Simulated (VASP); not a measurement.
**GeMo (relaxed from the rocksalt structure, space group Fm-3m): computed properties**

The numbers are results of r2SCAN meta-GGA, VASP's PBE PAW potentials (set 64) (plane waves; VASP), not measurements.

```json
{
  "space_group": "Fm-3m (225)",
  "cell": "a = b = c = 5.109 Å, α = β = γ = 90.00°",
  "volume_per_atom": "16.67 Å³/atom",
  "band gap (over mesh and band path)": "none (metal, semimetal or under 0.01 eV)",
  "density": "8.40 g/cm³"
}
```

```
CELL_PARAMETERS angstrom
      0.00000     2.55461     2.55461
      2.55461     0.00000     2.55461
      2.55461     2.55461     0.00000
ATOMIC_POSITIONS crystal
  Ge 0.00000 0.00000 0.00000
  Mo 0.50000 0.50000 0.50000
```

The structure was generated: GeMo was put into the rocksalt type (Fm-3m), which need not be its known phase. It was relaxed first, which changed the volume by -24 %. Symmetry was kept, so distortions that lower it aren't found.
